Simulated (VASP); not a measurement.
Level of theory: PBE GGA, VASP's PBE PAW potentials (set 64) (plane waves; VASP 6.6.1).

VASP input:

**INCAR**
```
! general
SYSTEM  = GdP
PREC    = Accurate
ENCUT   = 400
LREAL   = .FALSE.
LASPH   = .TRUE.
NELECT  = 27.9

! electronic loop
EDIFF   = 1E-6
NELM    = 100
ALGO    = Normal
LMAXMIX = 6

! smearing
ISMEAR  = 0
SIGMA   = 0.05

! functional
GGA     = PE

! ions
ISIF    = 2

! output
LWAVE   = .FALSE.
LCHARG  = .FALSE.
```

KPOINTS:
```
Automatic mesh
0
Gamma
5 5 4
0 0 0
```

**POSCAR**
```
GdP
4.5821370
  1.0000000000   0.0000000000   0.0000000000
  0.0000000000   1.0000000000   0.0000000000
  0.0000000000   0.0000000000   1.2600834501
Gd P
2 2
Cartesian
  0.5000000000   0.0000000000   0.2983877610
  0.0000000000   0.5000000000   0.9616956892
  0.0000000000   0.0000000000   0.0000000000
  0.5000000000   0.5000000000   0.0000000000
```

POTCAR, in this order: Gd_3 P (PBE.64 set). Program: vasp_std.

The run wrote:

### OSZICAR
```
       N       E                     dE             d eps       ncg     rms          rms(c)
DAV:   1     0.926464327287E+02    0.92646E+02   -0.10796E+04   648   0.104E+03
DAV:   2    -0.187838187895E+02   -0.11143E+03   -0.10936E+03   834   0.257E+02
DAV:   3    -0.253172862431E+02   -0.65335E+01   -0.63933E+01   844   0.433E+01
DAV:   4    -0.254573428718E+02   -0.14006E+00   -0.13775E+00   878   0.665E+00
DAV:   5    -0.254596131258E+02   -0.22703E-02   -0.22689E-02   846   0.864E-01    0.343E+01
DAV:   6    -0.221416221613E+02    0.33180E+01   -0.12821E+01   756   0.142E+01    0.177E+01
DAV:   7    -0.220735912768E+02    0.68031E-01   -0.12410E+00   838   0.458E+00    0.760E+00
DAV:   8    -0.221211359866E+02   -0.47545E-01   -0.15819E+00   766   0.468E+00    0.179E+00
DAV:   9    -0.220315995534E+02    0.89536E-01   -0.81239E-01   742   0.311E+00    0.838E-01
DAV:  10    -0.220293859926E+02    0.22136E-02   -0.21063E-02   716   0.779E-01    0.752E-01
DAV:  11    -0.220278413405E+02    0.15447E-02   -0.14450E-02   760   0.410E-01    0.110E-01
DAV:  12    -0.220277686562E+02    0.72684E-04   -0.55314E-04   746   0.134E-01    0.604E-02
DAV:  13    -0.220277671778E+02    0.14784E-05   -0.12478E-04   772   0.480E-02    0.268E-02
DAV:  14    -0.220277672320E+02   -0.54280E-07   -0.33632E-06   686   0.118E-02
   1 F= -.22027767E+02 E0= -.22023485E+02  d E =-.856502E-02
```

File OUTCAR:
```
------------------------ aborting loop because EDIFF is reached ----------------------------------------
  FORCE on cell =-STRESS in cart. coord.  units (eV):
  Direction    XX          YY          ZZ          XY          YZ          ZX
  --------------------------------------------------------------------------------------
  Total        4.6893006      4.6893006     -2.1070499      0.0000000      0.0000000      0.0000000
  in kB       61.9748008     61.9748008    -27.8472224      0.0000000      0.0000000      0.0000000
  external PRESSURE =      32.0341264 kB  Pullay stress =       0.0000000 kB
  volume of cell :      121.23
      direct lattice vectors                 reciprocal lattice vectors
     4.582137000  0.000000000  0.000000000     0.218238782  0.000000000  0.000000000
     0.000000000  4.582137000  0.000000000     0.000000000  0.218238782  0.000000000
     0.000000000  0.000000000  5.773875000     0.000000000  0.000000000  0.173193912
 POSITION                                       TOTAL-FORCE (eV/Angst)
 -----------------------------------------------------------------------------------
      2.29107      0.00000      1.36725         0.000000      0.000000      0.211253
      0.00000      2.29107      4.40662        -0.000000      0.000000     -0.211253
      0.00000      0.00000      0.00000        -0.000000      0.000000     -0.000000
      2.29107      2.29107      0.00000         0.000000     -0.000000     -0.000000
 -----------------------------------------------------------------------------------
    total drift:                                0.000000      0.000000      0.000000
  FREE ENERGIE OF THE ION-ELECTRON SYSTEM (eV)
  ---------------------------------------------------
  free  energy   TOTEN  =       -22.0277672320 eV

  energy  without entropy=      -22.0192022130  energy(sigma->0) =      -22.02348472
```
(Selected blocks of OUTCAR.)

The 4f electrons are frozen in the core of the lanthanide potential, so 4f levels, which can set the real gap, and their magnetism are missing. The cell is charged, with a uniform compensating background.

The structure was generated: GdP was put into the litharge type (P4/nmm), which need not be its known phase. The cell was not relaxed at this level. The run is one of a series of settings (NELECT = 27.9 against the base run), some of them coarse on purpose.
